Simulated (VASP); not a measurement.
Given:

```
CELL_PARAMETERS angstrom
      0.00000     1.72881     1.72881
      1.72881     0.00000     1.72881
      1.72881     1.72881     0.00000
ATOMIC_POSITIONS crystal
  Ni 0.00000 0.00000 0.00000
```
Starting moments (μB, in the order of the record's atoms Ni): 0.6.

All values below come from PBEsol GGA, VASP's PBE PAW potentials (set 64) (plane waves; VASP). Run with 530 eV cut-off, 16×16×16 Γ-centred mesh, first-order Methfessel-Paxton smearing of 0.10 eV, potentials Ni.

Finite-difference elastic constants of metals are sensitive to mesh and smearing; shear constants can be off by tens of GPa.

Problem. Give the elastic stiffness tensor with the ions relaxed (GPa, in the frame of the cell).

Solution. 
|  | xx | yy | zz | yz | xz | xy |
|---|---|---|---|---|---|---|
| xx | 321 | 186 | 186 | 0.0 | 0.0 | 0.0 |
| yy | 186 | 321 | 186 | 0.0 | 0.0 | 0.0 |
| zz | 186 | 186 | 321 | 0.0 | 0.0 | 0.0 |
| yz | 0.0 | 0.0 | 0.0 | 150 | 0.0 | 0.0 |
| xz | 0.0 | 0.0 | 0.0 | 0.0 | 150 | 0.0 |
| xy | 0.0 | 0.0 | 0.0 | 0.0 | 0.0 | 150 |

Problem. What does the run give for the Hill bulk modulus, Hill shear modulus, Young's modulus, Poisson's ratio?

Solution. 
| Item | Value |
|---|---|
| Hill bulk modulus | 2310 kbar |
| Hill shear modulus | 109 GPa |
| Young's modulus | 282 GPa |
| Poisson's ratio | 0.296 |

Measured: C11 261 GPa at 0 K (computed value off by +22.8 %), C12 151 GPa at 0 K (computed value off by +23.3 %), C44 132 GPa at 0 K (computed value off by +14.1 %), as given by Changle Li et al., Scripta Materialia (2021), arXiv:2102.01972 [low-temperature values given for 0 K; zero-point effects included].

The compound is Ni in the fcc structure. It was relaxed first, which changed the volume by -5 %.
